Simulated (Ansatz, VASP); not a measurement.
# Cross-check of V4GaS8 between VASP and Ansatz

Aim: how closely do two programs agree when they are given the same cell, functional and k mesh? The cell is taken from a series of runs on this material, whose earlier steps may have relaxed, scaled, displaced or heated it; both programs get it as it stands.

Calculated with Ansatz 0.2.0; plane waves, with VASP 6.6.1 beside it; zone-centre phonons at LDA.

## (1) The starting structure

Symmetry: F-43m, No. 216, cubic system. Conventional cell: a = 9.422 Å, b = 9.422 Å, c = 9.422 Å, α = 90.00°, β = 90.00°, γ = 90.00°. Nearest to V lie 6 S at 2.24 to 2.48 Å. Ga has 4 S at 2.24 Å nearest. Nearest to S lie 3 V at 2.24 Å. Nearest to S lie 1 Ga at 2.24 Å and 3 V at 2.48 Å. Farther neighbours and most contacts between anions are not listed.

## (2) Ansatz: zone-centre phonons, LDA

Ansatz runs on its default PAW (the set named soft_2) files.

Second derivatives magnify differences that forces hide, and they need a tight electronic threshold.

File input.yaml:

```yaml
crystal:
  lattice:
    - [0.0, 4.710871729, 4.710871729]
    - [4.710871729, 0.0, 4.710871729]
    - [4.710871729, 4.710871729, 0.0]
  atoms:
    - { symbol: V, position: [0.6035723514, 0.6035723514, 0.6035723514] }
    - { symbol: V, position: [0.1892829458, 0.6035723514, 0.6035723514] }
    - { symbol: V, position: [0.6035723514, 0.6035723514, 0.1892829458] }
    - { symbol: V, position: [0.6035723514, 0.1892829458, 0.6035723514] }
    - { symbol: Ga, position: [0.0, 0.0, 0.0] }
    - { symbol: S, position: [0.3690083849, 0.3690083849, 0.3690083849] }
    - { symbol: S, position: [0.8929748453, 0.3690083849, 0.3690083849] }
    - { symbol: S, position: [0.3690083849, 0.3690083849, 0.8929748453] }
    - { symbol: S, position: [0.3690083849, 0.8929748453, 0.3690083849] }
    - { symbol: S, position: [0.8624562909, 0.8624562909, 0.8624562909] }
    - { symbol: S, position: [0.4126311273, 0.8624562909, 0.8624562909] }
    - { symbol: S, position: [0.8624562909, 0.8624562909, 0.4126311273] }
    - { symbol: S, position: [0.8624562909, 0.4126311273, 0.8624562909] }
kpoints:
  mp_grid: { grid: [4, 4, 4] }
hamiltonian:
  xc: lda
scf:
  occupations: { method: gaussian, width: 0.1 }
output:
  eigenvalues: true
basis:
  ecutwfc: 260.0
phonons:
  method: dfpt
```

The run is started by

```
$ ansatz run input.yaml --threads 16 --pin off --max-ram 61440MiB --backend cuda --events-out ev --progress --plain --runs-dir out --max-vram 78GiB
```

Output:

```text
Warning: basis.ecutwfc = 260 eV is below the records' recommended 420 eV, and the density's cutoff is lower with it unless basis.ecutrho_ratio is high enough to keep the records' density cutoff: compare with a run at a higher cutoff
Engine: ansatz 0.2.0, aarch64-unknown-linux-gnu
Pseudopotentials: kind: paw
Pseudopotential: V, paw, valence charge 13, recommended cutoff 420 eV (normal), V.paw.azcp
Pseudopotential: Ga, paw, valence charge 13, recommended cutoff 420 eV (normal), Ga.paw.azcp
Pseudopotential: S, paw, valence charge 6, recommended cutoff 420 eV (normal), S.paw.azcp
Functional definition: SPW92
  exchange = slater_x
  correlation = pw_c
device memory: the entry about to start is reckoned to put 2.9 GiB on a device that reports 154.9 GiB free (of which the cap on the GPU budget leaves the run 78.0 GiB)
GPU FFT provider: cuFFT
GPU libraries: cuBLAS 13.8.1, cuFFT 12.4.0, cuSOLVER 12.3.2
[...]
Basis set: ecut = 260 eV, 1989 PW (Γ), exchange–correlation on 72×72×72 points (8 copies of the dense FFT grid, shifted against one another)
[...]
k-points: 24 of 64 (irreducible under 2 space group operations, time reversal used)
[...]
SCF 1 converged in 11 iterations: F = -22113.045489 eV  dr2 = 3.18e-12
[...]
SCF converged after 11 iterations
[...]
k-point 2: bands = ["-54.1373", "-54.0897", "-54.0897", "-54.0893", "-28.4971", "-28.3015", "-28.2972", "-28.2972", "-28.1907", "-28.1907", "-28.1424", "-28.1357", "-28.1357", "-28.0901", "-28.0880", "-28.0880", "-5.9895", "-5.9704", "-5.9704", "-5.7863", "-5.7863", "-4.1929", "-3.7910", "-2.8265", "-2.6108", "-2.6108", "-2.5446", "-2.3912", "-2.3912", "2.7271", "4.4348", "4.4411", "4.4411", "4.7861", "4.7861", "4.9530", "5.7391", "5.8093", "5.8093", "6.2860", "6.6040", "6.6040", "6.6076", "6.9584", "7.0702", "7.0702", "7.2940", "7.2940", "8.1411", "8.1411", "8.3303", "8.6787", "8.6787", "9.
  k-point 23: bands = ["-54.1373", "-54.0897", "-54.0897", "-54.0893", "-28.4971", "-28.3015", "-28.2972", "-28.2972", "-28.1907", "-28.1907", "-28.1424", "-28.1357", "-28.1357", "-28.0901", "-28.0880", "-28.0880", "-5.9895", "-5.9704", "-5.9704", "-5.7863", "-5.7863", "-4.1929", "-3.7910", "-2.8265", "-2.6108", "-2.6108", "-2.5446", "-2.3912", "-2.3912", "2.7271", "4.4348", "4.4411", "4.4411", "4.7861", "4.7861", "4.9530", "5.7391", "5.8093", "5.8093", "6.2860", "6.6040", "6.6040", "6.6076", "6.9584", "7.0702", "7.0702", "7.2940", "7.2940", "8.1411", "8.1411", "8.3303", "8.6787", "8.6787", "9
--- Phonons (Γ-DFPT): 4 representative perturbations + reference (Σ response iterations 34) ---
  ASR residual: 1.687e-5 → 0.000e0 eV/Å²; symmetrization residual: 2.292e-10 eV/Å²
  ASR residual per site (eV/Å²): 7.72e-6 7.72e-6 7.72e-6 7.72e-6 1.69e-5 1.08e-5 1.08e-5 1.08e-5 1.08e-5 5.35e-6 5.35e-6 5.35e-6 5.35e-6
  Γ frequencies (cm⁻¹): 0.00 0.00 0.00 133.78 133.78 133.78 156.22 156.22 156.22 195.10 195.10 195.10 214.58 214.58 241.22 241.22 241.22 267.69 267.69 307.01 307.01 307.01 345.29 345.29 345.29 346.48 346.48 346.48 357.77 358.17 358.17 377.53 377.53 377.53 406.88 444.60 457.24 457.24 457.24
  non-analytic LO–TO correction: not included (Born effective charges unavailable; polar crystals: no LO–TO splitting at Γ)
```

## (3) VASP: zone-centre phonons, LDA

The same cell, functional (in two slightly different forms), mesh and smearing now go to VASP, with its own data sets.

Lines of VASP's logs that name or quote its potential files are left out, and so is its time.

File INCAR:

```
SYSTEM = V4GaS8
PREC = Accurate
ENCUT = 500
EDIFF = 1E-08
NELM = 120
ISMEAR = 0
SIGMA = 0.1
LREAL = .FALSE.
ALGO = Normal
GGA = CA
NBANDS = 70
LASPH = .TRUE.
LORBIT = 11
LWAVE = .FALSE.
LCHARG = .FALSE.
ISIF = 2
IBRION = 8
GGA_COMPAT = .FALSE.
KPAR = 4
```

File POSCAR:

```
V4GaS8
1.0
    0.0000000000      4.7108717290      4.7108717290
    4.7108717290      0.0000000000      4.7108717290
    4.7108717290      4.7108717290      0.0000000000
V Ga S
4 1 8
Direct
    0.6035723514      0.6035723514      0.6035723514
    0.1892829458      0.6035723514      0.6035723514
    0.6035723514      0.6035723514      0.1892829458
    0.6035723514      0.1892829458      0.6035723514
    0.0000000000      0.0000000000      0.0000000000
    0.3690083849      0.3690083849      0.3690083849
    0.8929748453      0.3690083849      0.3690083849
    0.3690083849      0.3690083849      0.8929748453
    0.3690083849      0.8929748453      0.3690083849
    0.8624562909      0.8624562909      0.8624562909
    0.4126311273      0.8624562909      0.8624562909
    0.8624562909      0.8624562909      0.4126311273
    0.8624562909      0.4126311273      0.8624562909
```

File KPOINTS:

```
Automatic mesh
0
Gamma
4 4 4
0 0 0
```

Potentials, in the order of the species: V_sv, Ga_d and S (LDA family, release 64).

The run is started by

```
$ mpirun -np 4 vasp_std
```

Output:

```text
[banner, memory and clock lines left out]
running    4 mpi-ranks, on    1 nodes
 distrk:  each k-point on    1 cores,    4 groups
 distr:  one band on    1 cores,    1 groups

 POSCAR found type information on POSCAR V GaS
 POSCAR found :  3 types and      13 ions
 LDA part: xc-table for (Slater(with rela. corr.)+CA(PZ))
 , standard interpolation
 POSCAR, INCAR and KPOINTS ok, starting setup
 FFT: planning ... GRIDC
 FFT: planning ... GRID_SOFT
 FFT: planning ... GRID
 WAVECAR not read
 entering main loop
       N       E                     dE             d eps       ncg     rms          rms(c)
DAV:   1     0.150550373393E+04    0.15055E+04   -0.56278E+04  1274   0.178E+03
DAV:   2     0.118046717140E+03   -0.13875E+04   -0.13271E+04  1172   0.572E+02
DAV:   3    -0.905214344704E+02   -0.20857E+03   -0.19421E+03  1440   0.183E+02
DAV:   4    -0.104675199637E+03   -0.14154E+02   -0.14014E+02  1352   0.487E+01
DAV:   5    -0.105240195747E+03   -0.56500E+00   -0.56283E+00  1472   0.996E+00    0.511E+01
DAV:   6    -0.101338172329E+03    0.39020E+01   -0.10233E+02  1408   0.595E+01    0.267E+01
DAV:   7    -0.963341802964E+02    0.50040E+01   -0.68353E+01  1434   0.511E+01    0.205E+01
DAV:   8    -0.945558144088E+02    0.17784E+01   -0.83836E+00  1302   0.139E+01    0.780E+00
DAV:   9    -0.941893906051E+02    0.36642E+00   -0.15503E+00  1512   0.551E+00    0.331E+00
DAV:  10    -0.941654331348E+02    0.23957E-01   -0.21112E-01  1482   0.171E+00    0.704E-01
DAV:  11    -0.941660714084E+02   -0.63827E-03   -0.41041E-02  1330   0.918E-01    0.640E-01
DAV:  12    -0.941656153816E+02    0.45603E-03   -0.38456E-03  1458   0.230E-01    0.342E-01
DAV:  13    -0.941651582257E+02    0.45716E-03   -0.23138E-03  1490   0.222E-01    0.137E-01
DAV:  14    -0.941651363456E+02    0.21880E-04   -0.55969E-04  1378   0.880E-02    0.720E-02
DAV:  15    -0.941651270592E+02    0.92865E-05   -0.48336E-05  1568   0.335E-02    0.384E-02
DAV:  16    -0.941651276576E+02   -0.59837E-06   -0.14978E-05  1488   0.154E-02    0.247E-02
DAV:  17    -0.941651246753E+02    0.29823E-05   -0.94517E-06  1410   0.162E-02    0.116E-02
DAV:  18    -0.941651245899E+02    0.85334E-07   -0.14025E-06  1384   0.396E-03    0.552E-03
DAV:  19    -0.941651245988E+02   -0.88512E-08   -0.25896E-07  1426   0.214E-03    0.207E-03
DAV:  20    -0.941651245772E+02    0.21533E-07   -0.10596E-07  1328   0.171E-03    0.216E-03
DAV:  21    -0.941651245724E+02    0.48822E-08   -0.12604E-08   754   0.503E-04
   1 F= -.94165125E+02 E0= -.94146539E+02  d E =-.371717E-01
 Linear response reoptimize wavefunctions to high precision
DAV:   1    -0.941651245722E+02    0.16371E-09   -0.24232E-08   996   0.537E-04
DAV:   2    -0.941651245730E+02   -0.80399E-09   -0.28030E-09   686   0.196E-04
DAV:   3    -0.941651245727E+02    0.28376E-09   -0.35471E-10   686   0.854E-05
 Linear response DOF=           4
 Linear response progress:
  Degree of freedom:   1/  4
       N       E                     dE             d eps       ncg     rms          rms(c)
RMM:   1    -0.112390569432E+01   -0.11239E+01   -0.18481E+01  3607   0.394E+01
RMM:   2    -0.100573488283E+01    0.11817E+00   -0.29784E-01  5202   0.252E+00    0.307E-01
RMM:   3    -0.101430219959E+01   -0.85673E-02   -0.38998E-02  6373   0.758E-01    0.783E-01
RMM:   4    -0.100950335232E+01    0.47988E-02   -0.51064E-03  5106   0.328E-01    0.135E-01
RMM:   5    -0.100846527208E+01    0.10381E-02   -0.12933E-03  7332   0.134E-01    0.575E-02
RMM:   6    -0.100816936434E+01    0.29591E-03   -0.25995E-04  6126   0.646E-02    0.372E-02
RMM:   7    -0.100799210111E+01    0.17726E-03   -0.99543E-05  6957   0.318E-02    0.413E-02
RMM:   8    -0.100792678962E+01    0.65311E-04   -0.31226E-05  6025   0.199E-02    0.145E-02
RMM:   9    -0.100781416427E+01    0.11263E-03   -0.14212E-05  7736   0.867E-03    0.392E-03
RMM:  10    -0.100778104264E+01    0.33122E-04   -0.45095E-06  7190   0.349E-03    0.149E-03
RMM:  11    -0.100778119030E+01   -0.14766E-06   -0.41035E-06  7257   0.167E-03    0.702E-04
RMM:  12    -0.100778371133E+01   -0.25210E-05   -0.19593E-06  7519   0.832E-04    0.196E-04
RMM:  13    -0.100778446301E+01   -0.75168E-06   -0.14000E-06  7703   0.511E-04    0.716E-05
RMM:  14    -0.100778438922E+01    0.73785E-07   -0.86199E-07  7684   0.402E-04    0.244E-05
RMM:  15    -0.100778427779E+01    0.11143E-06   -0.50288E-07  7771   0.362E-04    0.123E-05
RMM:  16    -0.100778422118E+01    0.56611E-07   -0.26444E-08  7794   0.342E-04    0.804E-06
RMM:  17    -0.100778422033E+01    0.85321E-09   -0.87788E-08  7906   0.328E-04    0.640E-06
 first order change of Fermi-energy   0.10270E+00
 force on displaced ion       1 direction 1 : -16.015  -0.055  -0.055
 Linear response progress:
  Degree of freedom:   2/  4
       N       E                     dE             d eps       ncg     rms          rms(c)
RMM:   1    -0.172324955729E+00   -0.17232E+00    0.19280E-01  3131   0.489E+00
RMM:   2    -0.169925178704E+00    0.23998E-02   -0.44214E-02  4721   0.724E-01    0.154E-01
RMM:   3    -0.170074901181E+00   -0.14972E-03   -0.54344E-03  4845   0.186E-01    0.128E-01
RMM:   4    -0.170117370927E+00   -0.42470E-04   -0.95623E-04  4387   0.101E-01    0.135E-01
RMM:   5    -0.169924267424E+00    0.19310E-03   -0.18819E-04  4490   0.462E-02    0.485E-02
RMM:   6    -0.169853762884E+00    0.70505E-04   -0.13443E-04  5223   0.266E-02    0.902E-03
RMM:   7    -0.169840497250E+00    0.13266E-04   -0.21893E-05  4807   0.110E-02    0.345E-03
RMM:   8    -0.169835804813E+00    0.46924E-05   -0.26281E-05  5332   0.541E-03    0.126E-03
RMM:   9    -0.169834934398E+00    0.87042E-06   -0.74249E-06  4963   0.241E-03    0.725E-04
RMM:  10    -0.169835070124E+00   -0.13573E-06   -0.50113E-06  5141   0.134E-03    0.362E-04
RMM:  11    -0.169833969064E+00    0.11011E-05   -0.19777E-06  5497   0.665E-04    0.147E-04
RMM:  12    -0.169833522938E+00    0.44613E-06   -0.59257E-07  5709   0.358E-04    0.596E-05
RMM:  13    -0.169833356024E+00    0.16691E-06   -0.48570E-07  5570   0.225E-04    0.219E-05
RMM:  14    -0.169833259807E+00    0.96218E-07    0.63234E-08  5685   0.167E-04    0.143E-05
RMM:  15    -0.169833214412E+00    0.45395E-07    0.52091E-08  5380   0.140E-04    0.689E-06
RMM:  16    -0.169833209349E+00    0.50627E-08    0.51604E-08  5738   0.123E-04    0.429E-06
 first order change of Fermi-energy   0.32481E-04
 force on displaced ion       5 direction 1 : -12.073  -0.000  -0.000
 Linear response progress:
  Degree of freedom:   3/  4
       N       E                     dE             d eps       ncg     rms          rms(c)
RMM:   1    -0.134713634933E+00   -0.13471E+00   -0.14664E-01  7716   0.115E+00
RMM:   2    -0.113621137813E+00    0.21092E-01   -0.22982E-02  5956   0.437E-01    0.297E-01
RMM:   3    -0.117074769896E+00   -0.34536E-02   -0.76877E-03  5811   0.285E-01    0.651E-01
RMM:   4    -0.114075596097E+00    0.29992E-02   -0.20400E-03  4908   0.201E-01    0.146E-01
RMM:   5    -0.114301683039E+00   -0.22609E-03   -0.57010E-04  5733   0.918E-02    0.648E-02
RMM:   6    -0.114377729729E+00   -0.76047E-04   -0.17923E-04  5560   0.550E-02    0.267E-02
RMM:   7    -0.114398578124E+00   -0.20848E-04   -0.46436E-05  7585   0.175E-02    0.128E-02
RMM:   8    -0.114392145236E+00    0.64329E-05   -0.50744E-06  6287   0.734E-03    0.713E-03
RMM:   9    -0.114392725799E+00   -0.58056E-06   -0.18961E-06  6133   0.430E-03    0.591E-03
RMM:  10    -0.114396423809E+00   -0.36980E-05   -0.64289E-07  6089   0.283E-03    0.108E-03
RMM:  11    -0.114397696339E+00   -0.12725E-05   -0.66106E-07  7474   0.121E-03    0.442E-04
RMM:  12    -0.114397907247E+00   -0.21091E-06   -0.72777E-08  7118   0.508E-04    0.216E-04
RMM:  13    -0.114398238681E+00   -0.33143E-06   -0.16761E-07  7256   0.341E-04    0.738E-05
RMM:  14    -0.114398114636E+00    0.12405E-06   -0.50035E-08  7134   0.280E-04    0.384E-05
RMM:  15    -0.114398156541E+00   -0.41905E-07   -0.10513E-07  7316   0.259E-04    0.160E-05
RMM:  16    -0.114398163432E+00   -0.68910E-08    0.14703E-07  7522   0.248E-04    0.810E-06
RMM:  17    -0.114398165499E+00   -0.20666E-08   -0.27177E-07  7457   0.246E-04    0.382E-06
RMM:  18    -0.114398166613E+00   -0.11138E-08    0.40472E-08  7543   0.245E-04    0.326E-06
 first order change of Fermi-energy  -0.18329E-01
 force on displaced ion       6 direction 1 : -12.401  -2.905  -2.905
 Linear response progress:
  Degree of freedom:   4/  4
       N       E                     dE             d eps       ncg     rms          rms(c)
RMM:   1    -0.132803885943E+00   -0.13280E+00   -0.14022E-01  7846   0.108E+00
RMM:   2    -0.113336060550E+00    0.19468E-01   -0.26854E-02  6354   0.442E-01    0.187E-01
RMM:   3    -0.115385750187E+00   -0.20497E-02   -0.49433E-03  5983   0.220E-01    0.458E-01
RMM:   4    -0.113825436979E+00    0.15603E-02   -0.11223E-03  5073   0.151E-01    0.863E-02
RMM:   5    -0.114044807799E+00   -0.21937E-03   -0.33063E-04  6373   0.681E-02    0.472E-02
RMM:   6    -0.114133824888E+00   -0.89017E-04   -0.90471E-05  5821   0.383E-02    0.170E-02
RMM:   7    -0.114146585871E+00   -0.12761E-04   -0.29249E-05  7127   0.149E-02    0.217E-02
RMM:   8    -0.114145596373E+00    0.98950E-06   -0.65667E-06  5663   0.964E-03    0.990E-03
RMM:   9    -0.114146560799E+00   -0.96443E-06   -0.29100E-06  6832   0.514E-03    0.356E-03
RMM:  10    -0.114152026773E+00   -0.54660E-05   -0.68543E-07  6188   0.272E-03    0.123E-03
RMM:  11    -0.114153061712E+00   -0.10349E-05   -0.47618E-07  7191   0.126E-03    0.370E-04
RMM:  12    -0.114153316184E+00   -0.25447E-06   -0.42062E-07  6883   0.594E-04    0.166E-04
RMM:  13    -0.114153626273E+00   -0.31009E-06   -0.37022E-07  6975   0.382E-04    0.947E-05
RMM:  14    -0.114153591864E+00    0.34409E-07   -0.35625E-07  7011   0.290E-04    0.312E-05
[...]
RMM:  36    -0.114153604149E+00   -0.31609E-08   -0.27101E-07  7699   0.229E-04    0.547E-07
RMM:  37    -0.114153601654E+00    0.24955E-08   -0.16494E-07  7724   0.229E-04    0.440E-07
RMM:  38    -0.114153604924E+00   -0.32700E-08   -0.27114E-07  7760   0.229E-04    0.518E-07
RMM:  39    -0.114153602175E+00    0.27493E-08   -0.21363E-07  7766   0.229E-04    0.411E-07
RMM:  40    -0.114153600562E+00    0.16127E-08   -0.32621E-07  7784   0.229E-04    0.553E-07
RMM:  41    -0.114153604024E+00   -0.34620E-08   -0.27348E-07  7808   0.229E-04    0.461E-07
RMM:  42    -0.114153601715E+00    0.23088E-08   -0.41461E-07  7822   0.229E-04    0.568E-07
RMM:  43    -0.114153606384E+00   -0.46686E-08   -0.28941E-07  7835   0.229E-04    0.512E-07
 first order change of Fermi-energy  -0.57510E-01
 force on displaced ion      10 direction 1 : -10.049  -2.188  -2.188
 Linear response finished
```

(Continued in part 2 of 2.)

[Lines on the potential files, build, host, timing and source positions are cut from VASP's logs without a mark.]

[Logs are printed without paths, hosts, clocks, repeated set-up lines and the standing remarks that a program may print on its own settings, such as how far it seeks lower states.]

[Hosts, paths, dates, database ids (printed as entryN), source tags and the programs' standing remarks are cut or masked in the printed files.]
